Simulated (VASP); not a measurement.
Consider the following.

```
Ho
1.0
    1.77873    -3.08084     0.00000
    1.77873     3.08084     0.00000
    0.00000     0.00000     5.47717
Ho
2
Direct
  0.33333   0.66667   0.25000
  0.66667   0.33333   0.75000
```

Level of theory: revTPSS meta-GGA, VASP's PBE PAW potentials (set 64) (plane waves; VASP). Numerical set-up: 520 eV cut-off, 13×13×8 Γ-centred mesh, tetrahedra with Blöchl corrections, potentials Ho_3.

The 4f electrons are frozen in the core of the lanthanide potential, so 4f levels, which can set the real gap, and their magnetism are missing.

Task: Predict the energy per atom (σ→0), band gap (over mesh and band path) with the smallest direct gap where there is one.

Result: 
The band gap (over mesh and band path) comes out as none (metal, semimetal or under 0.01 eV). The energy per atom (σ→0) is 28.346 eV/atom.

The absolute energy has meaning only against runs of the same code, potentials and settings.

The compound is Ho in the hcp structure. It was relaxed first.
